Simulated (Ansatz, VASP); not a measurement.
# Te2Mo: VASP beside Ansatz, part 2 of 2

One calculation is typed for both programs; each brings its own data sets. How far apart do they land? Of the first pair: The structure shown is the start of the Ansatz relaxation below; VASP solves that cell, so the two are compared at the walk's first step.

VASP 6.6.1 and Ansatz 0.2.0.

So far: Starting point; Ansatz: relaxation, PBEsol with D3(BJ); VASP: single point, PBEsol with D3(BJ), start cell, pair 1.

**4. Side by side**

Known differences besides the potentials themselves: Ansatz cuts the interaction across the vacuum, VASP repeats the sheet with a dipole correction; the data sets hold 276 valence electrons in Ansatz (on its PAW soft_1 files) and 156 in VASP; Ansatz makes its cores anew for this functional, VASP keeps those of its PBE data sets; Ansatz takes its cutoff from its data sets, VASP runs at 400 eV. Total energies have different zeros and are not compared.

Forces on 10 of the 18 atoms, those with the largest forces and the largest differences (eV/Å; atoms numbered as in POSCAR):

```csv
atom,"Ansatz x, y, z","VASP x, y, z"
Te7,"0.000, 0.000, 0.224","0.000, 0.000, 0.193"
Te8,"0.000, 0.000, -0.014","0.000, 0.000, 0.018"
Te9,"0.000, 0.000, 0.052","0.000, 0.000, 0.021"
Te11,"0.000, 0.000, 0.049","0.000, 0.000, 0.018"
Te12,"0.000, 0.000, -0.049","0.000, 0.000, -0.018"
Te13,"0.000, 0.000, 0.049","0.000, 0.000, 0.018"
Te15,"0.000, 0.000, 0.048","0.000, 0.000, 0.017"
Te16,"0.000, 0.000, -0.052","0.000, 0.000, -0.021"
Te17,"0.000, 0.000, 0.014","0.000, 0.000, -0.018"
Te18,"0.000, 0.000, -0.224","0.000, 0.000, -0.193"
```

The forces differ by 15 meV/Å r.m.s., which is 38.4 % of the r.m.s. force of 0.038 eV/Å (both taken over all components). With vacuum in the cell, a pressure given here is an average over mostly empty space and none of the material.

**5. Ansatz: relaxation, PBEsol with D3(BJ)**

This run makes the geometry at which the two programs are then compared.

The structure compared here is the end of the Ansatz relaxation.

The input, input.yaml:

```yaml
crystal:
  lattice:
    - [3.52, 0.0, 0.0]
    - [-1.76, 3.04841, 0.0]
    - [0.0, 0.0, 54.5]
  atoms:
    - { symbol: Mo, position: [0.333333, 0.666667, 0.179817] }
    - { symbol: Te, position: [0.666667, 0.333333, 0.146789] }
    - { symbol: Te, position: [0.666667, 0.333333, 0.212844] }
    - { symbol: Mo, position: [0.666667, 0.333333, 0.30789] }
    - { symbol: Te, position: [0.333333, 0.666667, 0.274862] }
    - { symbol: Te, position: [0.333333, 0.666667, 0.340917] }
    - { symbol: Mo, position: [0.333333, 0.666667, 0.435963] }
    - { symbol: Te, position: [0.666667, 0.333333, 0.402936] }
    - { symbol: Te, position: [0.666667, 0.333333, 0.468991] }
    - { symbol: Mo, position: [0.666667, 0.333333, 0.564037] }
    - { symbol: Te, position: [0.333333, 0.666667, 0.531009] }
    - { symbol: Te, position: [0.333333, 0.666667, 0.597064] }
    - { symbol: Mo, position: [0.333333, 0.666667, 0.69211] }
    - { symbol: Te, position: [0.666667, 0.333333, 0.659083] }
    - { symbol: Te, position: [0.666667, 0.333333, 0.725138] }
    - { symbol: Mo, position: [0.666667, 0.333333, 0.820183] }
    - { symbol: Te, position: [0.333333, 0.666667, 0.787156] }
    - { symbol: Te, position: [0.333333, 0.666667, 0.853211] }
  periodic: [true, true, false]
kpoints:
  mp_grid: { grid: [9, 9, 1] }
hamiltonian:
  xc: pbesol
  dispersion: d3bj
  pseudopotentials: { kind: paw, azcp: { folder: soft_1 }, xc_functional: pbe }
scf:
  occupations: { method: gaussian, width: 0.02 }
output:
  forces: true
  stress: true
  eigenvalues: true
relax:
  adjacent_minimum: "off"
  f_tol: 0.004
  max_steps: 80
  cell: { stress_2d_tol: 0.01 }
```

Command:

```bash
$ ansatz run input.yaml --threads 8 --pin off --max-ram 20480MiB --backend cpu --events-out ev --progress --plain --runs-dir out
```

Numbers of over 12 decimals in the logs are rounded to 6 here.

Log:

```text
[...]
° read free of the cell's end (the report's vacuum.weakly_bound_levels)
--- Relaxed structure (14 steps of the walk, 12 accepted, 2 SCFs on fresh bases) ---
[...]
cell:  # Å, volume = 1030.4454 Å³
    - [3.435713, 0.0, 0]
    - [-1.717857, 2.975415, 0]
    - [0, 0, 100.799998]
  atoms:
    - { symbol: Mo, position: [0.333333, 0.666667, 0.104978] }
    - { symbol: Te, position: [0.666667, 0.333333, 0.086968] }
    - { symbol: Te, position: [0.666667, 0.333333, 0.123028] }
[...]
- { symbol: Te, position: [0.666667, 0.333333, 0.219269] }
    - { symbol: Te, position: [0.666667, 0.333333, 0.255281] }
    - { symbol: Mo, position: [0.666667, 0.333333, 0.303400] }
    - { symbol: Te, position: [0.333333, 0.666667, 0.285393] }
    - { symbol: Te, position: [0.333333, 0.666667, 0.321405] }
    - { symbol: Mo, position: [0.333333, 0.666667, 0.369530] }
    - { symbol: Te, position: [0.666667, 0.333333, 0.351522] }
    - { symbol: Te, position: [0.666667, 0.333333, 0.387535] }
    - { symbol: Mo, position: [0.666667, 0.333333, 0.435696] }
    - { symbol: Te, position: [0.333333, 0.666667, 0.417647] }
    - { symbol: Te, position: [0.333333, 0.666667, 0.453706] }
```

**6. VASP: single point, PBEsol with D3(BJ), relaxed cell, pair 2**

The same cell, functional, mesh and smearing now go to VASP, with its own data sets.

The input, INCAR:

```
SYSTEM = Te2Mo
PREC = Accurate
ENCUT = 400
EDIFF = 1E-06
NELM = 120
ISMEAR = 0
SIGMA = 0.02
LREAL = .FALSE.
ALGO = Normal
GGA = PS
IVDW = 12
NBANDS = 96
LASPH = .TRUE.
LORBIT = 11
LWAVE = .FALSE.
LCHARG = .FALSE.
ISIF = 2
LDIPOL = .TRUE.
IDIPOL = 3
DIPOL = 0.5 0.5 0.27
LVHAR = .TRUE.
GGA_COMPAT = .FALSE.
EFERMI = MIDGAP
NELMDL = -8
KPAR = 4
```

The input, POSCAR:

```
Te2Mo
1.0
    3.4357133308      0.0000000000      0.0000000000
   -1.7178566654      2.9754150246      0.0000000000
    0.0000000000      0.0000000000    100.7999980000
Mo Te
6 12
Direct
    0.3333333334      0.6666666668      0.1049781376
    0.6666666668      0.3333333334      0.1711448279
    0.3333333334      0.6666666668      0.2372750630
    0.6666666668      0.3333333334      0.3033995509
    0.3333333334      0.6666666668      0.3695297860
    0.6666666668      0.3333333334      0.4356964763
    0.6666666668      0.3333333334      0.0869684306
    0.6666666668      0.3333333334      0.1230278232
    0.3333333334      0.6666666668      0.1531398107
    0.3333333334      0.6666666668      0.1891527365
    0.6666666668      0.3333333334      0.2192691918
    0.6666666668      0.3333333334      0.2552812190
    0.3333333334      0.6666666668      0.2853933949
    0.3333333334      0.6666666668      0.3214054221
    0.6666666668      0.3333333334      0.3515218774
    0.6666666668      0.3333333334      0.3875348032
    0.3333333334      0.6666666668      0.4176467907
    0.3333333334      0.6666666668      0.4537061833
```

The input, KPOINTS:

```
Automatic mesh
0
Gamma
9 9 1
0 0 0
```

PAW data sets: Mo_sv and Te (PBE family, release 64).

Command:

```bash
$ mpirun -np 4 vasp_std
```

Log:

```text
[banner, memory and clock lines left out]
running    4 mpi-ranks, on    1 nodes
[...]
[... a notice as in an earlier step ...]

 [... a notice as in an earlier step ...]

 LDA part: xc-table for (Slater+PW92), standard interpolation
 [... a notice as in an earlier step ...]

 POSCAR, INCAR and KPOINTS ok, starting setup
[...]
entering main loop
       N       E                     dE             d eps       ncg     rms          rms(c)
DAV:   1     0.111230711972E+04    0.11123E+04   -0.68460E+04  2880   0.107E+03
DAV:   2    -0.265886407927E+02   -0.11389E+04   -0.11073E+04  2880   0.273E+02
DAV:   3    -0.117589893055E+03   -0.91001E+02   -0.88881E+02  2776   0.676E+01
DAV:   4    -0.121885409806E+03   -0.42955E+01   -0.42437E+01  3224   0.135E+01
[...]
DAV:  33    -0.117751969684E+03   -0.26629E-05   -0.16065E-08  1320   0.593E-04    0.849E-04
DAV:  34    -0.117751971182E+03   -0.14974E-05    0.32450E-09  1328   0.355E-04    0.315E-04
DAV:  35    -0.117751971825E+03   -0.64302E-06    0.14914E-08  1264   0.227E-04
   1 F= -.12730657E+03 E0= -.12730657E+03  d E =-.252736E-71
```

From OUTCAR (step 6):

```text
 Edisp (eV)   -9.55460

  Total      -0.22058    -0.22058     0.08144     0.00000    -0.00000     0.00000
  in kB      -0.34297    -0.34297     0.12663     0.00000    -0.00000     0.00000
  external pressure =       -0.19 kB  Pullay stress =        0.00 kB

 POSITION                                       TOTAL-FORCE (eV/Angst)
 -----------------------------------------------------------------------------------
      0.00000      1.98361     10.58180        -0.000000     -0.000000     -0.000139
      1.71786      0.99181     17.25140        -0.000000     -0.000000     -0.000041
      0.00000      1.98361     23.91733         0.000000     -0.000000     -0.000029
      1.71786      0.99181     30.58267        -0.000000     -0.000000      0.000029
      0.00000      1.98361     37.24860        -0.000000     -0.000000      0.000041
      1.71786      0.99181     43.91820         0.000000      0.000000      0.000139
      1.71786      0.99181      8.76642         0.000000      0.000000     -0.032882
      1.71786      0.99181     12.40120         0.000000      0.000000      0.033076
      0.00000      1.98361     15.43649         0.000000     -0.000000     -0.033360
      0.00000      1.98361     19.06660         0.000000     -0.000000      0.033102
      1.71786      0.99181     22.10233        -0.000000     -0.000000     -0.033100
      1.71786      0.99181     25.73235         0.000000      0.000000      0.033155
      0.00000      1.98361     28.76765        -0.000000     -0.000000     -0.033155
      0.00000      1.98361     32.39767         0.000000      0.000000      0.033100
[...]
-----------------------------------------------------------------------------------
    total drift:                               -0.000003     -0.000004      0.000532

  FREE ENERGIE OF THE ION-ELECTRON SYSTEM (eV)
  ---------------------------------------------------
  free  energy   TOTEN  =      -127.3065712836 eV

  energy  without entropy=     -127.3065712836  energy(sigma->0) =     -127.30657128

[... 1 part as in an earlier step ...]

[... 2 further parts left out ...]
[key lines of the parts left out:]
E-fermi :   1.2807
```

The run ends at a pressure of -0.02 GPa, with forces up to 0.033 eV/Å.

**7. Comparison**

What differs besides the data sets and the points named for the pairs above, as far as they apply: the data sets hold 276 valence electrons in Ansatz (on its PAW soft_1 files) and 156 in VASP. Total energies have different zeros and are not compared.

Compared:

```
              quantity  Ansatz   VASP  difference
gap on the k mesh (eV)   0.521  0.504      +0.018
```

At this near-relaxed geometry the largest component of a force difference is 33 meV/Å. A gap on the mesh is an upper bound, since the band edges may lie between its points. With vacuum in the cell, a pressure given here is an average over mostly empty space and none of the material.

**8. What came out**

| Property | Result |
| --- | --- |
| r.m.s. force difference (single point, PBEsol with D3(BJ), start cell, pair 1) | 15 meV/Å |
| r.m.s. force difference (single point, PBEsol with D3(BJ), relaxed cell, pair 2) | 16 meV/Å |

The r.m.s. force difference is 16 meV/Å (single point, PBEsol with D3(BJ), relaxed cell, pair 2), beyond the 12 meV/Å picked in this series as the mark of a large difference. The data sets hold unlike numbers of valence electrons (276 in Ansatz and 156 in VASP), so part of the differences comes from the potentials. What causes the difference of the single point, PBEsol with D3(BJ), start cell, pair 1 pair stays open here. What causes the difference of the single point, PBEsol with D3(BJ), relaxed cell, pair 2 pair stays open here. How closely two codes agree says nothing of how well the functional describes the real material.

[Lines on the potential files, build, host, timing and source positions are cut from VASP's logs without a mark.]

[Logs are printed without paths, hosts, clocks, repeated set-up lines and the standing remarks that a program may print on its own settings, such as how far it seeks lower states.]

[Hosts, paths, dates, database ids (printed as entryN), source tags and the programs' standing remarks are cut or masked in the printed files.]
